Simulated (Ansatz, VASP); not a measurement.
**Two plane-wave programs on ReOs3C**

```xyz
5
Lattice="4.0366 0.0000 0.0000 0.0000 4.0366 0.0000 0.0000 0.0000 4.0366" Properties=species:S:1:pos:R:3 pbc="T T T"
Re    0.0000    0.0000    0.0000
Os    0.0000    2.0183    2.0183
Os    2.0183    0.0000    2.0183
Os    2.0183    2.0183    0.0000
C     2.0183    2.0183    2.0183
```

Alike in both runs: functional PBE; k mesh 10 × 10 × 10; occupations gaussian, width 0.1 eV; no spin polarisation.

Ansatz relaxed the structure, and its values are those at the end. VASP's run is a single point on that final structure, the one shown.

```csv
,VASP,Ansatz
version,VASP 6.6.1,Ansatz 0.2.0
potentials or method,"VASP PAW PBE potentials, release 64 (Re, Os, C)","scalar-relativistic, plane waves, PAW"
plane-wave cutoff (eV),520,420
valence electrons in the cell,35,67
```

Ansatz gave:

* gap on the k mesh at the Fermi level (eV): none
* pressure (GPa): 0.0

Estimate VASP's values.

gap on the k mesh at the Fermi level (eV): none; pressure (GPa): 1.5.

A gap of «none» marks a metal or a gap that the smearing closes. The two sets of potentials don't hold the same shells in valence.

Spin-orbit coupling is left out, which matters for the levels of Os, Re.
